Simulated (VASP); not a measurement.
# Bi4C (Im-3m) in VASP: a series of runs

One crystal, Bi4C, is run at these levels: PBE; tasks: single point, relaxation of cell and atoms.

Everything below comes from runs of VASP 6.6.1. Logs are shortened: lines on timing, memory, paths and dates and some standing lists are left out, and cuts for length are marked.

## (1) The undisturbed crystal

Symmetry: Im-3m, No. 229, cubic system. Conventional cell: a = 6.557 Å, b = 6.557 Å, c = 6.557 Å, α = 90.00°, β = 90.00°, γ = 90.00°. Bi (site symmetry -3m) is surrounded by 2 C at 2.84 Å. C (site symmetry m-3m) is surrounded by 8 Bi at 2.84 Å.

The cell was built by a generator and needn't be a form met in nature.

## (2) Single point, PBE (species swapped into the NiHg4 type (Im-3m, No. 229))

Input file INCAR:

```
ALGO = Normal ; EDIFF = 1E-6
ENCUT = 520 ; GGA = PE
ISIF = 2 ; ISMEAR = 0
LASPH = T ; LCHARG = F
LREAL = F ; LWAVE = F
NBANDS = 40 ; NELM = 100
PREC = Accurate ; SIGMA = 0.1
```

Input file KPOINTS:

```
k-points
0
Gamma
  8 8 8
```

Input file POSCAR:

```
Bi4C
1.0
   -3.2786663711      3.2786663711      3.2786663711
    3.2786663711     -3.2786663711      3.2786663711
    3.2786663711      3.2786663711     -3.2786663711
Bi C
4 1
Direct
    0.0000000000      0.0000000000      0.5000000000
    0.5000000000      0.0000000000      0.0000000000
    0.5000000000      0.5000000000      0.5000000000
    0.0000000000      0.5000000000      0.0000000000
    0.0000000000      0.0000000000      0.0000000000
```

Potentials or basis: VASP PAW PBE potentials, release 64 (Bi_d, C).

On the command line:

```bash
$ cat potpaw_PBE.64/Bi_d/POTCAR potpaw_PBE.64/C/POTCAR > POTCAR
$ mpirun -np 1 vasp_std > vasp.out
```

OUTCAR:

```text
EDIFF = 1E-6
   ENCUT = 520
   GGA = PE
   ISIF = 2
   ISMEAR = 0
   LASPH = T
   LREAL = F
   NELM = 100
   PREC = Accurate

 ion  position               nearest neighbor table
   1  0.000  0.000  0.500-   5 2.84   5 2.84   4 3.28   2 3.28   3 3.28   4 3.28   2 3.28   3 3.28

   2  0.500  0.000  0.000-   5 2.84   5 2.84   4 3.28   1 3.28   3 3.28   3 3.28   1 3.28   4 3.28

   3  0.500  0.500  0.500-   5 2.84   5 2.84   4 3.28   1 3.28   2 3.28   4 3.28   1 3.28   2 3.28

   4  0.000  0.500  0.000-   5 2.84   5 2.84   3 3.28   1 3.28   2 3.28   1 3.28   3 3.28   2 3.28

   5  0.000  0.000  0.000-   1 2.84   2 2.84   3 2.84   4 2.84   1 2.84   4 2.84   2 2.84   3 2.84

  LATTYP: Found a body centered cubic cell.
 ALAT       =     6.5573327422

  Lattice vectors:

 A1 = (  -3.2786663711,   3.2786663711,   3.2786663711)
 A2 = (   3.2786663711,  -3.2786663711,   3.2786663711)
 A3 = (   3.2786663711,   3.2786663711,  -3.2786663711)

Analysis of symmetry for initial positions (statically):
=====================================================================
 Subroutine PRICEL returns:
 Original cell was already a primitive cell.

 Routine SETGRP: Setting up the symmetry group for a
 body centered cubic supercell.

 Subroutine GETGRP returns: Found 48 space group operations
 (whereof 48 operations were pure point group operations)
 out of a pool of 48 trial point group operations.

The static configuration has the point symmetry O_h .

Analysis of symmetry for dynamics (positions and initial velocities):
=====================================================================
 Subroutine PRICEL returns:
 Original cell was already a primitive cell.

 Routine SETGRP: Setting up the symmetry group for a
 body centered cubic supercell.

 Subroutine GETGRP returns: Found 48 space group operations
 (whereof 48 operations were pure point group operations)
 out of a pool of 48 trial point group operations.

The dynamic configuration has the point symmetry O_h .

 Subroutine INISYM returns: Found 48 space group operations
 (whereof 48 operations are pure point group operations),
 and found     1 'primitive' translations

----------------------------------------------------------------------------------------

                                     Primitive cell

  volume of cell :     140.9781

  direct lattice vectors                    reciprocal lattice vectors
    -3.278666371  3.278666371  3.278666371     0.000000000  0.152501030  0.152501030
     3.278666371 -3.278666371  3.278666371     0.152501030  0.000000000  0.152501030
     3.278666371  3.278666371 -3.278666371     0.152501030  0.152501030  0.000000000

  length of vectors
     5.678816736  5.678816736  5.678816736     0.215669025  0.215669025  0.215669025

  position of ions in fractional coordinates (direct lattice)
     0.000000000  0.000000000  0.500000000
     0.500000000  0.000000000  0.000000000
     0.500000000  0.500000000  0.500000000
     0.000000000  0.500000000  0.000000000
     0.000000000  0.000000000  0.000000000

  ion indices of the primitive-cell ions
   primitive index   ion index
                 1           1
                 2           2
                 3           3
                 4           4
                 5           5

----------------------------------------------------------------------------------------

 KPOINTS: k-points

Automatic generation of k-mesh.
 Grid dimensions read from file:
 generate k-points for:    8    8    8

 Generating k-lattice:

  Cartesian coordinates                     Fractional coordinates (reciprocal lattice)
     0.000000000  0.019062629  0.019062629     0.125000000  0.000000000  0.000000000
     0.019062629  0.000000000  0.019062629     0.000000000  0.125000000  0.000000000
     0.019062629  0.019062629  0.000000000     0.000000000  0.000000000  0.125000000

  Length of vectors
     0.026958628  0.026958628  0.026958628

  Shift w.r.t. Gamma in fractional coordinates (k-lattice)
     0.000000000  0.000000000  0.000000000

 Subroutine IBZKPT returns following result:
 ===========================================

 Found     29 irreducible k-points:

 Following reciprocal coordinates:
            Coordinates               Weight
  0.000000  0.000000  0.000000      1.000000
  0.125000  0.000000  0.000000     12.000000
  0.250000  0.000000  0.000000     12.000000
  0.375000  0.000000  0.000000     12.000000
  0.500000  0.000000  0.000000      6.000000
  0.125000  0.125000  0.000000     24.000000
[... 16 lines left out ...]
 -0.250000  0.250000  0.250000      6.000000
 -0.375000  0.375000  0.250000     24.000000
 [... further k-points ...]
   k-points           NKPTS =     29   k-points in BZ     NKDIM =     29   number of bands    NBANDS=     40
   number of dos      NEDOS =    301   number of ions     NIONS =      5
   total plane-waves  NPLWV =  74088
   dimension x,y,z NGX =    42 NGY =   42 NGZ =   42
   dimension x,y,z NGXF=    84 NGYF=   84 NGZF=   84
   ions per type =               4   1
   NGX,Y,Z   is equivalent  to a cutoff of  12.30, 12.30, 12.30 a.u.
   NGXF,Y,Z  is equivalent  to a cutoff of  24.59, 24.59, 24.59 a.u.
 SYSTEM =  unknown system
   PREC   = accura    normal or accurate (medium, high low for compatibility)
   ISTART =      0    job   : 0-new  1-cont  2-samecut
   ICHARG =      2    charge: 1-file 2-atom 10-const
   ISPIN  =      1    spin polarized calculation?
   LNONCOLLINEAR =      F non collinear calculations
   LSORBIT =      F    spin-orbit coupling
   LASPH  =      T    aspherical Exc in radial PAW
   ENCUT  =  520.0 eV  38.22 Ry    6.18 a.u.  10.56 10.56 10.56*2*pi/ulx,y,z
   NELM   =    100;   NELMIN=  2; NELMDL= -5     # of ELM steps
   EDIFF  = 0.1E-05   stopping-criterion for ELM
   LREAL  =      F    real-space projection
   EDIFFG = 0.1E-04   stopping-criterion for IOM
   NSW    =      0    number of steps for IOM
   IBRION =     -1    ionic relax: 0-MD 1-quasi-New 2-CG
   NFREE  =      0    steps in history (QN), initial steepest desc. (CG)
   ISIF   =      2    stress and relaxation
   ISYM   =      2    0-nonsym 1-usesym 2-fastsym
   POTIM  = 0.5000    time-step for ionic-motion
   TEBEG  =    0.0;   TEEND  =   0.0 temperature during run
   PSTRESS=    0.0 pullay stress
   NELECT =      64.0000    total number of electrons
   NUPDOWN=      -1.0000    fix difference up-down
   EMIN   =  10.00;   EMAX   =-10.00  energy-range for DOS
   EFERMI =   0.00;   METHOD = LEGACY
   ISMEAR =     0;   SIGMA  =   0.10  broadening in eV -4-tet -1-fermi 0-gaus
   EFERMI_NEDOS =   21; number of points for ismear=-14 and -15
   IALGO  =     38    algorithm
   IMIX   =      4    mixing-type and parameters
     AMIX     =   0.40;   BMIX     =  1.00
     AMIX_MAG =   1.60;   BMIX_MAG =  1.00
  volume/ion in A,a.u.               =      28.20       190.27
  Fermi-wavevector in a.u.,A,eV,Ry     =   1.258204  2.377660 21.539062  1.583076
  Thomas-Fermi vector in A             =   2.391825
   LORBIT       =      0    0 simple, 1 ext, 2 COOP (PROOUT), +10 PAW based schemes
   GGA     = PE    functional components
   LHFCALC =     F    Hartree Fock is set to
   AEXX    =    0.0000 exact exchange contribution
   IVDW    =     0    specifies the selected vdW correction
   LEPSILON=     F    determine dielectric tensor
   LRPA    =     F    only Hartree local field effects (RPA)
 non-spin polarized calculation
 Gauss-broadening in eV      SIGMA  =   0.10
  energy-cutoff  :      520.00
  volume of cell :      140.98
 maximum number of plane-waves:      3830
   NGX = 21   NGY = 21   NGZ = 21

 number of electron      63.9999969 magnetization

 Free energy of the ion-electron system (eV)
  ---------------------------------------------------
  ext. energy  EPLUGINS =         0.00000000
  ---------------------------------------------------
  free energy    TOTEN  =       -20.16069434 eV

  energy without entropy =      -20.14942813  energy(sigma->0) =      -20.15506123

 E-fermi :   7.0180     XC(G=0):  -9.9863

 val. band max:        6.9582145842   @ k =  -0.1250   0.1250   0.1250
 cond. band min:       7.0431362809   @ k =   0.2500   0.2500   0.1250
 fundamental gap:      0.0849216967
 Fermi energy:         7.0180054839

 k-point     1 :       0.0000    0.0000    0.0000
  band No.  band energies     occupation
      1     -16.1623      2.00000
      2     -16.1623      2.00000
      3     -16.0562      2.00000
      4     -16.0295      2.00000
      5     -16.0295      2.00000
      6     -16.0295      2.00000
[... 32 lines left out ...]
     39      11.8232      0.00000
     40      11.9347      0.00000

 k-point     2 :       0.1250    0.0000    0.0000
  band No.  band energies     occupation
      1     -16.1568      2.00000
      2     -16.1479      2.00000
      3     -16.0501      2.00000
      4     -16.0342      2.00000
      5     -16.0232      2.00000
      6     -16.0214      2.00000
[... 32 lines left out ...]
     39      11.6836      0.00000
     40      12.5681      0.00000

 k-point     3 :       0.2500    0.0000    0.0000
  band No.  band energies     occupation
      1     -16.1415      2.00000
      2     -16.1065      2.00000
      3     -16.0477      2.00000
      4     -16.0337      2.00000
      5     -16.0111      2.00000
      6     -16.0024      2.00000
[... 32 lines left out ...]
     39      11.2360      0.00000
     40      11.2403      0.00000

 k-point     4 :       0.3750    0.0000    0.0000
  band No.  band energies     occupation
      1     -16.1190      2.00000
      2     -16.0683      2.00000
      3     -16.0442      2.00000
      4     -16.0114      2.00000
      5     -15.9924      2.00000
      6     -15.9736      2.00000
[... 32 lines left out ...]
     39      11.5676      0.00000
     40      11.5964      0.00000
[... 772 lines left out ...]
     39       9.9176      0.00000
     40       9.9176      0.00000

 k-point    23 :      -0.2500    0.2500    0.2500
  band No.  band energies     occupation
      1     -16.1557      2.00000
      2     -16.0725      2.00000
      3     -16.0725      2.00000
      4     -16.0443      2.00000
      5     -16.0263      2.00000
      6     -15.9892      2.00000
[... 32 lines left out ...]
     39      11.2675      0.00000
     40      12.1360      0.00000

 k-point    24 :      -0.3750    0.3750    0.2500
  band No.  band energies     occupation
      1     -16.1462      2.00000
      2     -16.0983      2.00000
      3     -16.0890      2.00000
      4     -16.0271      2.00000
      5     -15.9948      2.00000
      6     -15.9908      2.00000
[... 32 lines left out ...]
     39      11.5921      0.00000
     40      11.7292      0.00000

 [... further k-points ...]

------------------------ aborting loop because EDIFF is reached ----------------------------------------

  FORCE on cell =-STRESS in cart. coord.  units (eV):
  Direction    XX          YY          ZZ          XY          YZ          ZX
  --------------------------------------------------------------------------------------
  -------------------------------------------------------------------------------------
  Total       -0.0628999     -0.0628999     -0.0628999     -0.0000000      0.0000000     -0.0000000
  in kB       -0.7148395     -0.7148395     -0.7148395     -0.0000000      0.0000000     -0.0000000
  external PRESSURE =      -0.7148395 kB  Pullay stress =       0.0000000 kB

 VOLUME and BASIS-vectors are now :
 -----------------------------------------------------------------------------
  energy-cutoff  :      520.00
  volume of cell :      140.98
      direct lattice vectors                 reciprocal lattice vectors
    -3.278666371  3.278666371  3.278666371     0.000000000  0.152501030  0.152501030
     3.278666371 -3.278666371  3.278666371     0.152501030  0.000000000  0.152501030
     3.278666371  3.278666371 -3.278666371     0.152501030  0.152501030  0.000000000

 POSITION                                       TOTAL-FORCE (eV/Angst)
 -----------------------------------------------------------------------------------
      1.63933      1.63933     -1.63933         0.000000     -0.000000      0.000000
     -1.63933      1.63933      1.63933         0.000000     -0.000000      0.000000
      1.63933      1.63933      1.63933        -0.000000      0.000000     -0.000000
      1.63933     -1.63933      1.63933         0.000000      0.000000     -0.000000
      0.00000      0.00000      0.00000        -0.000000      0.000000      0.000000
 -----------------------------------------------------------------------------------
    total drift:                               -0.000000     -0.000000      0.000000

  FREE ENERGIE OF THE ION-ELECTRON SYSTEM (eV)
  ---------------------------------------------------
  free  energy   TOTEN  =       -20.1606943371 eV

  energy  without entropy=      -20.1494281329  energy(sigma->0) =      -20.15506123
```

It took 92 s on 1 thread of Intel Xeon 6975P-C (Granite Rapids), shared host; peak memory 0.32 GiB.

Results:

- Free energy: -20.1607 eV
- Pressure: -0.1 GPa
- Band gap on the k mesh: none (metal or under the smearing width)

Levels at points of the mesh, in eV from the Fermi level:
| k point | band 30 | band 31 | band 32 | band 33 | band 34 | band 35 |
| --- | --- | --- | --- | --- | --- | --- |
| (0.00, 0.00, 0.00) | -3.26 | -3.26 | 1.30 | 1.30 | 1.30 | 2.50 |
| (0.50, 0.00, 0.00) | -1.32 | -1.19 | -0.22 | 0.33 | 0.44 | 0.62 |
| (0.50, 0.50, 0.50) | -1.66 | -1.16 | -0.25 | -0.25 | -0.25 | 4.39 |

Caveat: spin-orbit coupling is left out, which moves the levels of the heavy elements.

## (3) Relaxation of cell and atoms, PBE (species swapped into the NiHg4 type (Im-3m, No. 229))

Input file INCAR:

```
SYSTEM = Bi4C
PREC = Accurate
ENCUT = 600
EDIFF = 1E-6
ISMEAR = 0
SIGMA = 0.1
LREAL = .False.
LASPH = .True.
NELM = 80
ALGO = Normal
ISIF = 3
LWAVE = .False.
LCHARG = .False.
GGA = PE
IBRION = 2
NSW = 100
EDIFFG = -0.01
```

Input file KPOINTS:

```
Automatic mesh
0
Gamma
  8 8 8
  0 0 0
```

POSCAR is that of step 2.

Potentials or basis: VASP PAW PBE potentials, release 64 (Bi_d, C).

On the command line:

```bash
$ cat potpaw_PBE.64/Bi_d/POTCAR potpaw_PBE.64/C/POTCAR > POTCAR
$ mpirun -np 1 vasp_std > vasp.out
```

OUTCAR:

```text
SYSTEM = Bi4C
   PREC = Accurate
   ENCUT = 600
   EDIFF = 1E-6
   ISMEAR = 0
   LREAL = .False.
   LASPH = .True.
   NELM = 80
   ISIF = 3
   GGA = PE
   IBRION = 2
   NSW = 100
   EDIFFG = -0.01

 ion  position               nearest neighbor table
   1  0.000  0.000  0.500-   5 2.84   5 2.84   4 3.28   2 3.28   3 3.28   4 3.28   2 3.28   3 3.28

   2  0.500  0.000  0.000-   5 2.84   5 2.84   4 3.28   1 3.28   3 3.28   3 3.28   1 3.28   4 3.28

   3  0.500  0.500  0.500-   5 2.84   5 2.84   4 3.28   1 3.28   2 3.28   4 3.28   1 3.28   2 3.28

   4  0.000  0.500  0.000-   5 2.84   5 2.84   3 3.28   1 3.28   2 3.28   1 3.28   3 3.28   2 3.28

   5  0.000  0.000  0.000-   1 2.84   2 2.84   3 2.84   4 2.84   1 2.84   4 2.84   2 2.84   3 2.84

  LATTYP: Found a body centered cubic cell.
 ALAT       =     6.5573327422

  Lattice vectors:

 A1 = (  -3.2786663711,   3.2786663711,   3.2786663711)
 A2 = (   3.2786663711,  -3.2786663711,   3.2786663711)
 A3 = (   3.2786663711,   3.2786663711,  -3.2786663711)

Analysis of symmetry for initial positions (statically):
[... 182 lines left out ...]
 E-fermi :   7.0176     XC(G=0):  -9.9863

 val. band max:        6.9579031187   @ k =  -0.1250   0.1250   0.1250
 cond. band min:       7.0428109288   @ k =   0.2500   0.2500   0.1250
 fundamental gap:      0.0849078101
 Fermi energy:         7.0176439303

 k-point     1 :       0.0000    0.0000    0.0000
  band No.  band energies     occupation
      1     -16.1629      2.00000
      2     -16.1629      2.00000
      3     -16.0568      2.00000
      4     -16.0301      2.00000
      5     -16.0301      2.00000
      6     -16.0301      2.00000
[... 973 lines left out ...]
     37      10.7578      0.00000
     38      11.1438      0.00000

 [... further k-points ...]

------------------------ aborting loop because EDIFF is reached ----------------------------------------

  FORCE on cell =-STRESS in cart. coord.  units (eV):
  Direction    XX          YY          ZZ          XY          YZ          ZX
  --------------------------------------------------------------------------------------
  -------------------------------------------------------------------------------------
  Total       -0.0013874     -0.0013874     -0.0013874      0.0000000      0.0000000      0.0000000
  in kB       -0.0157669     -0.0157669     -0.0157669      0.0000000      0.0000000      0.0000000
  external PRESSURE =      -0.0157669 kB  Pullay stress =       0.0000000 kB

 VOLUME and BASIS-vectors are now :
 -----------------------------------------------------------------------------
  energy-cutoff  :      600.00
  volume of cell :      140.98
      direct lattice vectors                 reciprocal lattice vectors
    -3.278666371  3.278666371  3.278666371     0.000000000  0.152501030  0.152501030
     3.278666371 -3.278666371  3.278666371     0.152501030  0.000000000  0.152501030
     3.278666371  3.278666371 -3.278666371     0.152501030  0.152501030  0.000000000

 POSITION                                       TOTAL-FORCE (eV/Angst)
 -----------------------------------------------------------------------------------
      1.63933      1.63933     -1.63933        -0.000000      0.000000      0.000000
     -1.63933      1.63933      1.63933         0.000000      0.000000      0.000000
      1.63933      1.63933      1.63933        -0.000000      0.000000     -0.000000
      1.63933     -1.63933      1.63933         0.000000     -0.000000     -0.000000
      0.00000      0.00000      0.00000        -0.000000      0.000000     -0.000000
 -----------------------------------------------------------------------------------
    total drift:                                0.000000      0.000000     -0.000000

  FREE ENERGIE OF THE ION-ELECTRON SYSTEM (eV)
  ---------------------------------------------------
  free  energy   TOTEN  =       -20.1608856077 eV

  energy  without entropy=      -20.1496166804  energy(sigma->0) =      -20.15525114

 reached required accuracy - stopping structural energy minimisation
```

CONTCAR:

```text
Bi4C
   1.00000000000000
    -3.2786663710999999    3.2786663710999999    3.2786663710999999
     3.2786663710999999   -3.2786663710999999    3.2786663710999999
     3.2786663710999999    3.2786663710999999   -3.2786663710999999
  Bi              C
     4     1
Direct
     0.0000000000000000    0.0000000000000000    0.5000000000000000
     0.5000000000000000    0.0000000000000000    0.0000000000000000
     0.5000000000000000    0.5000000000000000    0.5000000000000000
     0.0000000000000000    0.5000000000000000    0.0000000000000000
     0.0000000000000000    0.0000000000000000    0.0000000000000000

  0.00000000E+00  0.00000000E+00  0.00000000E+00
  0.00000000E+00  0.00000000E+00  0.00000000E+00
  0.00000000E+00  0.00000000E+00  0.00000000E+00
  0.00000000E+00  0.00000000E+00  0.00000000E+00
  0.00000000E+00  0.00000000E+00  0.00000000E+00
```

It took 1.7 min on 1 thread of Intel Xeon 6975P-C (Granite Rapids), shared host; peak memory 0.38 GiB.

What came out:

```yaml
Free_energy: -20.1609 eV
Pressure_after_relaxing: 0.0 GPa
Band_gap_on_the_k_mesh: none (metal or under the smearing width)
```

Final structure:
```cif
data_structure
_symmetry_space_group_name_H-M 'P 1'
_symmetry_Int_Tables_number 1
_cell_length_a 5.6788
_cell_length_b 5.6788
_cell_length_c 5.6788
_cell_angle_alpha 109.471
_cell_angle_beta 109.471
_cell_angle_gamma 109.471
_cell_volume 140.98
loop_
_atom_site_label
_atom_site_type_symbol
_atom_site_fract_x
_atom_site_fract_y
_atom_site_fract_z
_atom_site_occupancy
Bi1 Bi 0.00000 0.00000 0.50000 1
Bi2 Bi 0.50000 0.00000 0.00000 1
Bi3 Bi 0.50000 0.50000 0.50000 1
Bi4 Bi 0.00000 0.50000 0.00000 1
C1 C 0.00000 0.00000 0.00000 1
```

Levels at points of the mesh, in eV from the Fermi level:
```
           k point  band 28  band 29  band 30  band 31  band 32  band 33  band 34  band 35  band 36  band 37
(0.00, 0.00, 0.00)    -4.70    -3.26    -3.26    -3.26     1.30     1.30     1.30     2.50     2.50     4.80
(0.50, 0.00, 0.00)    -2.25    -1.72    -1.32    -1.19    -0.22     0.33     0.44     0.62     0.66     2.87
(0.50, 0.50, 0.50)    -1.66    -1.66    -1.66    -1.16    -0.25    -0.25    -0.25     4.39     4.39     4.39
```

Caveat: the relaxation stopped at its first step, so nothing moved; spin-orbit coupling is left out, which moves the levels of the heavy elements.

(Continued in part 2 of 2.)
